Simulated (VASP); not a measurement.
Here is the system:

```xyz
2
Lattice="3.6965 0.0000 0.0000 0.0000 3.6965 0.0000 0.0000 0.0000 3.6965" Properties=species:S:1:pos:R:3 pbc="T T T"
Ba     0.0000     0.0000     0.0000
S      1.8482     1.8482     1.8482
```

Calculation: PBEsol GGA, VASP's PBE PAW potentials (set 64) (plane waves; VASP). Run with 500 eV cut-off, 7×7×7 Γ-centred mesh, Gaussian smearing of 0.050 eV, potentials Ba_sv S.

Unless said otherwise, spin-orbit coupling is left out, though it shifts the bands of the heavy elements here.

### Question
What does the run give for the energy per atom (σ→0), pressure, band gap (on the k-mesh) with the smallest direct gap where there is one?

### Answer

band gap (on the k-mesh): 1.13 eV
smallest direct gap (on the k-mesh): 1.13 eV
energy per atom (σ→0): -5.158 eV/atom
pressure: 4.99 GPa

The structure was generated: BaS was put into the CsCl type type (Pm-3m), which need not be its known phase. It was relaxed first under an external pressure of 5 GPa.
